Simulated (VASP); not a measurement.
VASP runs on GdN (a trial cell in the CsCl structure, space group Pm-3m) share one base input (PBE GGA, plane waves, VASP's PBE PAW potentials (set 64)) and change the settings named in each case.

**KPOINTS**
```
Automatic mesh
0
Gamma
8 8 8
0 0 0
```

File POSCAR:
```
GdN
2.940
  1.0000000000   0.0000000000   0.0000000000
  0.0000000000   1.0000000000   0.0000000000
  0.0000000000   0.0000000000   1.0000000000
Gd N
1 1
Cartesian
  0.0000000000   0.0000000000   0.0000000000
  0.5000000000   0.5000000000   0.5000000000
```

### INCAR
```
SYSTEM=GdN
PREC=Accurate; ENCUT=520; LREAL=.FALSE.
LASPH=.TRUE.
EDIFF=1E-6; NELM=100; ALGO=Normal
LMAXMIX=6
ISMEAR=0; SIGMA=0.05
GGA=PE
ISIF=2
LWAVE=.FALSE.; LCHARG=.FALSE.
```

POTCAR, in this order: Gd_3 N (PBE.64 set). Program: vasp_std.

```tsv
change	E(σ→0) (eV/atom)	pressure (GPa)	−TS (eV)	plane waves
base run	-7.1483	16.41	-0.0015	703
ENCUT = 300	-7.1493	-0.34	-0.0013	306
ENCUT = 350	-7.1453	8.92	-0.0015	392
ENCUT = 450	___	___	-0.0015	563
ENCUT = 500	-7.1484	16.32	-0.0015	660
ENCUT = 550	-7.1483	16.35	-0.0015	768
ENCUT = 750	-7.1512	16.31	-0.0015	1213
ENCUT = 800	-7.1515	16.37	-0.0015	1328
```

Q: Complete the blanks.

A: 
- ENCUT = 450, E(σ→0) (eV/atom): -7.1495
- ENCUT = 450, pressure (GPa): 15.70

The 4f electrons are frozen in the core of the lanthanide potential, so 4f levels, which can set the real gap, and their magnetism are missing.

Left out are runs that ran out of time, are held back, or changed the cell or the kind of run, fixed moments of cells without a moment, rows past the twelfth, gaps on odd meshes, pressures of charged cells and columns that move by less than the noise.

The structure was generated: GdN was put into the CsCl type (Pm-3m), which need not be its known phase. The cell was not relaxed at this level.
